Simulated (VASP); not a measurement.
# CdSi4O (F-43m) in VASP: a run that goes wrong, beside a sound one

A flawed run on CdSi4O and a sound one for comparison.

All numbers are computed with VASP 6.6.1; they aren't measurements. Logs are shortened: lines on timing, memory, paths and dates and some standing lists are left out, and cuts for length are marked.

## Step 1: The crystal as given

The structure is cubic, space group F-43m (No. 216). Conventional cell: a = 7.204 Å, b = 7.204 Å, c = 7.204 Å, α = 90.00°, β = 90.00°, γ = 90.00°. Cd (site symmetry -43m) is surrounded by 12 Si at 2.99 Å and 4 O at 3.12 Å. Around Si (site symmetry 3m) lie 6 Si at 2.51 to 2.58 Å. Around O (site symmetry -43m) lie 12 Si at 2.98 Å and 4 Cd at 3.12 Å.

The cell was built by a generator and needn't be a form met in nature.

## Step 2: A run with an altered input

File INCAR:

```
SYSTEM = CdSi4O
PREC = Accurate
ENCUT = 80
EDIFF = 1E-6
ISMEAR = -1
SIGMA = 0.05
LREAL = .False.
LASPH = .True.
NELM = 67
ALGO = Normal
ISIF = 3
LWAVE = .False.
LCHARG = .False.
GGA = CA
IBRION = 2
NSW = 30
EDIFFG = -0.01
PSTRESS = 0
```

File KPOINTS:

```
Automatic mesh
0
Gamma
  5 5 5
  0 0 0
```

File POSCAR:

```
CdSi4O
1.0
    0.0000000000      3.6017500000      3.6017500000
    3.6017500000      0.0000000000      3.6017500000
    3.6017500000      3.6017500000      0.0000000000
Cd Si O
1 4 1
Direct
    0.5000000000      0.5000000000      0.5000000000
    0.8767200000      0.8767200000      0.3698400000
    0.8767200000      0.3698400000      0.8767200000
    0.8767200000      0.8767200000      0.8767200000
    0.3698400000      0.8767200000      0.8767200000
    0.2500000000      0.2500000000      0.2500000000
```

Potentials or basis: VASP PAW LDA potentials, release 64 (Cd, Si, O).

The run is started by

```sh
$ cat potpaw_LDA.64/Cd/POTCAR potpaw_LDA.64/Si/POTCAR potpaw_LDA.64/O/POTCAR > POTCAR
$ mpirun -np 1 vasp_std > vasp.out
```

OUTCAR:

```text
SYSTEM = CdSi4O
   PREC = Accurate
   ENCUT = 80
   EDIFF = 1E-6
   ISMEAR = -1
   LREAL = .False.
   LASPH = .True.
   NELM = 67
   ISIF = 3
   GGA = CA
[... 143 lines left out ...]
   LASPH  =      T    aspherical Exc in radial PAW
   ENCUT  =   80.0 eV   5.88 Ry    2.42 a.u.   3.71  3.71  3.71*2*pi/ulx,y,z
   NELM   =     67;   NELMIN=  2; NELMDL= -5     # of ELM steps
   EDIFF  = 0.1E-05   stopping-criterion for ELM
   LREAL  =      F    real-space projection
   EDIFFG = -.1E-01   stopping-criterion for IOM
   NSW    =     30    number of steps for IOM
   IBRION =      2    ionic relax: 0-MD 1-quasi-New 2-CG
   NFREE  =      1    steps in history (QN), initial steepest desc. (CG)
   ISIF   =      3    stress and relaxation
[... 286 lines left out ...]
     20       9.0930      0.00000
     21      10.1584      0.00000

------------------------ aborting loop because EDIFF is reached ----------------------------------------

  FORCE on cell =-STRESS in cart. coord.  units (eV):
  Direction    XX          YY          ZZ          XY          YZ          ZX
  --------------------------------------------------------------------------------------
[... 17 lines left out ...]
      4.48980      4.48980      6.31545         0.223697      0.223697     -0.223697
      4.48980      6.31545      4.48980         0.223697     -0.223697      0.223697
      6.31545      6.31545      6.31545        -0.223697     -0.223697     -0.223697
      6.31545      4.48980      4.48980        -0.223697      0.223697      0.223697
      1.80088      1.80088      1.80088         0.000000      0.000000      0.000000
 -----------------------------------------------------------------------------------
    total drift:                                0.000006      0.000006     -0.000003

  FREE ENERGIE OF THE ION-ELECTRON SYSTEM (eV)
  ---------------------------------------------------
  free  energy   TOTEN  =       104.0400438648 eV

  energy  without entropy=      104.0679344180  energy(sigma->0) =      104.05398914
```

On the terminal:

```text
POSCAR found type information on POSCAR CdSiO
 POSCAR found :  3 types and       6 ions
[... 35 lines left out ...]

1
```

It took 4 s on 1 thread of Intel Xeon Platinum 8259CL at 2.50GHz (Skylake/Cascade Lake), shared host.

The run ended with an error. The fault, put in on purpose: cutoff far too low (ENCUT = 80).

## Step 3: Relaxation of cell and atoms, LDA

File INCAR:

```
PREC     = Accurate       # precision mode
ENCUT    = 600            # plane-wave cutoff, eV
EDIFF    = 1E-6           # SCF threshold, eV
ISMEAR   = -1             # smearing method
SIGMA    = 0.05           # smearing width, eV
LREAL    = F              # projectors in reciprocal space
LASPH    = T              # aspherical terms in the spheres
NELM     = 80             # most SCF steps
ALGO     = Normal         # electronic algorithm
ISIF     = 3              # what is computed and relaxed
LWAVE    = F              # write WAVECAR
LCHARG   = F              # write CHGCAR
GGA      = CA             # functional
IBRION   = 2              # ionic algorithm
NSW      = 40             # ionic steps
EDIFFG   = -0.01          # ionic threshold
PSTRESS  = 0
```

File KPOINTS:

```
regular mesh
0
Gamma
  5 5 5
```

POSCAR is that of step 2.

Potentials or basis: VASP PAW LDA potentials, release 64 (Cd, Si, O).

The run is started by

```sh
$ cat potpaw_LDA.64/Cd/POTCAR potpaw_LDA.64/Si/POTCAR potpaw_LDA.64/O/POTCAR > POTCAR
$ mpirun -np 1 vasp_std > vasp.out
```

It took 79 s on 1 thread of Intel Xeon Platinum 8259CL at 2.50GHz (Skylake/Cascade Lake), shared host; peak memory 0.23 GiB.

Results (log left out):

| Item | Value |
| --- | --- |
| Free energy | -27.9367 eV |
| Relaxed volume | 14.68 Å³/atom |
| Relaxed cell | a = 4.994 Å, b = 4.994 Å, c = 4.994 Å, α = 60.00°, β = 60.00°, γ = 60.00° |
| Space group after relaxing (to 0.05 Å) | F-43m (No. 216) |
| Energy gained by relaxing | 15.4 meV/atom |
| Ionic steps | 3 |
| Pressure after relaxing | 0.0 GPa |
| Band gap on the k mesh | none (metal or under the smearing width) |

Forces on the atoms (eV/Å):
```
Cd   0.000  0.000  0.000
Si  -0.001 -0.001  0.001
Si  -0.001  0.001 -0.001
Si   0.001  0.001  0.001
Si   0.001 -0.001 -0.001
O    0.000  0.000  0.000
```

The path:
```tsv
step	energy change (eV)	largest force (eV/Å)	pressure (GPa)	volume (Å³)
1	0.0000	0.0650	-5.19	93.45
2	-0.0859	0.0189	1.55	86.79
3	-0.0921	0.0020	0.01	88.08
```

Final structure:
```
CELL_PARAMETERS angstrom
0.00000 3.53146 3.53146
3.53146 0.00000 3.53146
3.53146 3.53146 0.00000
ATOMIC_POSITIONS crystal
Cd 0.50000 0.50000 0.50000
Si 0.87692 0.87692 0.36924
Si 0.87692 0.36924 0.87692
Si 0.87692 0.87692 0.87692
Si 0.36924 0.87692 0.87692
O 0.25000 0.25000 0.25000
```

Levels at points of the mesh, in eV from the Fermi level:
```
           k point  band 15  band 16  band 17  band 18  band 19  band 20
(0.00, 0.00, 0.00)    -1.86    -1.86    -1.86    -1.43    -0.82    -0.82
```
